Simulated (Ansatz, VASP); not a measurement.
One calculation of GePd3, two programs

The input POSCAR:

```
GePd3
1.0
    5.3798701500      0.0000000000      0.0000000000
    0.0000000000      4.3541715100      0.0000000000
    0.0000000000      0.0000000000      4.7413318600
Pd Ge
6 2
Direct
    0.0000000000      0.5000000000      0.6700000000
    0.5000000000      0.0000000000      0.3300000000
    0.2500000000      0.0000000000      0.8330000000
    0.7500000000      0.0000000000      0.8330000000
    0.7500000000      0.5000000000      0.1670000000
    0.2500000000      0.5000000000      0.1670000000
    0.0000000000      0.0000000000      0.3300000000
    0.5000000000      0.5000000000      0.6700000000
```

File INCAR.step1:

```
SYSTEM = GePd3
  PREC = Accurate
  ENCUT = 520
  ISMEAR = -1
  SIGMA = 0.0132
  LREAL = .False.
  LASPH = .True.
  NELM = 100
  NBANDS = 54
  GGA = PE
  ALGO = Normal
  EDIFF = 1E-4
  LWAVE = .True.
  LCHARG = .False.
```

File INCAR.step2:

```
SYSTEM = GePd3
  PREC = Accurate
  ENCUT = 520
  EDIFF = 1E-6
  ISMEAR = -1
  SIGMA = 0.0132
  LREAL = .False.
  LASPH = .True.
  NELM = 100
  ALGO = Normal
  ISIF = 2
  LWAVE = .False.
  LCHARG = .False.
  METAGGA = R2SCAN
  LMIXTAU = .True.
  NBANDS = 54
  ISTART = 1
```

The input KPOINTS:

```
Automatic mesh
0
Gamma
  4 4 4
  0 0 0
```

Input for Ansatz:

```yaml
crystal:
  lattice:
    - [5.37987015, 0.0, 0.0]
    - [0.0, 4.35417151, 0.0]
    - [0.0, 0.0, 4.74133186]
  atoms:
    - { symbol: Pd, position: [0.0, 0.5, 0.67] }
    - { symbol: Pd, position: [0.5, 0.0, 0.33] }
    - { symbol: Ge, position: [0.0, 0.0, 0.33] }
    - { symbol: Ge, position: [0.5, 0.5, 0.67] }
    - { symbol: Pd, position: [0.25, 0.0, 0.833] }
    - { symbol: Pd, position: [0.75, 0.0, 0.833] }
    - { symbol: Pd, position: [0.75, 0.5, 0.167] }
    - { symbol: Pd, position: [0.25, 0.5, 0.167] }
  symmetry: { tolerance: 0.0003 }
kpoints:
  mp_grid: { grid: [4, 4, 4], shift: [0, 0, 0] }
magnetization:
  spin_polarized: false
scf:
  occupations: { method: fermi_dirac, width: 0.0132 }
hamiltonian:
  pseudopotentials: { kind: paw }
  xc: r2scan
basis:
  ecutwfc: 500
  ecutrho_ratio: 12
output:
  forces: true
  stress: true
  eigenvalues: true
```

The cell was built by a generator and needn't be a form met in nature.

Alike in both runs: task single point; functional r2SCAN; k mesh 4 × 4 × 4; occupations fermi-dirac, width 0.0132 eV; no spin polarisation.

```csv
,VASP,Ansatz
version,VASP 6.6.1,Ansatz 0.2.0
potentials or method,"VASP PAW PBE potentials, release 64 (Pd, Ge_d)",PAW plane waves
plane-wave cutoff (eV),520,500
valence electrons in the cell,88,136
```

```csv
,VASP,Ansatz,Ansatz less VASP
gap on the k mesh at the Fermi level (eV),none,none,-
pressure (GPa),13.7,12.7,-0.93
largest component of the traceless stress (GPa),2.88,2.88,-0.003
rms of the force components (eV/Å),0.291,0.288,-0.0031
```

A gap of «none» marks a metal or a gap that the smearing closes. With one functional, cell and mesh, what is left measures potentials, basis and numerics. The two sets of potentials don't hold the same shells in valence.

Caveats: the k mesh is coarse (spacing up to 0.36 Å⁻¹), so the values aren't converged; the PAW data sets were made with another functional, which shifts forces and pressure a little (VASP).
